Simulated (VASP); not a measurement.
VASP runs on WSe₂ (space group P6_3/mmc) share one base input (PBEsol GGA, plane waves, VASP's PBE PAW potentials (set 64)) and change the settings named in each case.

**INCAR**
```
EDIFF = 1E-6
LMAXMIX = 6
PREC = Accurate
LCHARG = F
GGA = PS
SIGMA = 0.01   ! width (eV)
LASPH = T   ! aspherical one-centre terms
ISIF = 2
ALGO = Normal
LREAL = F   ! projection in real space or not
LWAVE = F
ENCUT = 300   ! plane-wave cut-off (eV)
NELM = 100
SYSTEM = WSe2
ISMEAR = -1   ! Fermi-Dirac
```

### KPOINTS
```
Regular mesh
0
Gamma
 5 5 1
0 0 0
```

**POSCAR**
```
WSe2
1
    1.6445920000    -2.8485170000     0.0000000000
    1.6445920000     2.8485170000     0.0000000000
    0.0000000000     0.0000000000    12.9962880000
W Se
2 4
Direct
  0.3333330000   0.6666670000   0.2500000000
  0.6666670000   0.3333330000   0.7500000000
  0.3333330000   0.6666670000   0.8790000000
  0.6666670000   0.3333330000   0.3790000000
  0.6666670000   0.3333330000   0.1210000000
  0.3333330000   0.6666670000   0.6210000000
```

POTCAR, in this order: W_sv Se (PBE.64 set). Program: vasp_std.

```json
[
 {"change": "base run", "E(σ→0) (eV/atom)": "-7.7486", "pressure (GPa)": "-1.13", "largest force (eV/Å)": "0.161"},
 {"change": "GGA removed, POTCAR W_sv Se (LDA.64 set)", "E(σ→0) (eV/atom)": "-8.0681", "pressure (GPa)": "-3.59", "largest force (eV/Å)": "0.347"},
 {"change": "GGA_COMPAT = .FALSE., LNONCOLLINEAR = .TRUE., LSORBIT = .TRUE., MAGMOM = 0.0 0.0 0.0 0.0 0.0 0.0 0.0 0.0 0.0 0.0 0.0 0.0 0.0 0.0 0.0 0.0 0.0 0.0, program vasp_ncl", "E(σ→0) (eV/atom)": "-8.0212", "pressure (GPa)": "-0.90", "largest force (eV/Å)": "0.130"},
 {"change": "KPOINTS 1×1×1 Γ-centred mesh", "E(σ→0) (eV/atom)": "-4.2903", "pressure (GPa)": "21.72", "largest force (eV/Å)": "3.864"},
 {"change": "LDAU = .TRUE., LDAUJ = 0 0, LDAUL = 2 -1, LDAUTYPE = 2, LDAUU = 2.0 0", "E(σ→0) (eV/atom)": "-6.9996", "pressure (GPa)": "0.18", "largest force (eV/Å)": "0.004"}
]
```
 Energies of different potentials or functionals have different zeros.  Unless said otherwise, spin-orbit coupling is left out, though it shifts the bands of the heavy elements here. At 300 eV the pressure can carry a Pulay error.

Left out are runs that ran out of time, are held back, or changed the cell or the kind of run, fixed moments of cells without a moment, rows past the twelfth, gaps on odd meshes, pressures of charged cells and columns that move by less than the noise.

The structure is a typed WSe2 crystal. The cell was not relaxed at this level, forces remain on its atoms, its lattice was scaled by up to 2.5 %.
